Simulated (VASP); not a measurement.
Data:

```
CELL_PARAMETERS angstrom
      0.00000     3.14254     3.09540
      3.09540     0.00000     3.09540
      3.09540     3.14254     0.00000
ATOMIC_POSITIONS crystal
  Sn 0.00000 0.00000 0.00000
  Te 0.50000 0.50000 0.50000
```

The numbers are results of PBEsol GGA, VASP's PBE PAW potentials (set 64) (plane waves; VASP), not measurements. Settings: 480 eV cut-off, 8×8×8 Γ-centred mesh, Gaussian smearing of 0.050 eV, potentials Sn_d Te.

Task: Give the stress tensor in GPa (positive for a compressed cell).

Result: 
```
2.41  0.00  0.00
0.00  0.27  0.00
0.00  0.00  2.41
```
The pressure is its mean diagonal, 1.69 GPa.

The compound is SnTe in the rock salt structure, which distorts at low temperature. This cell was strained or had an atom moved on purpose.
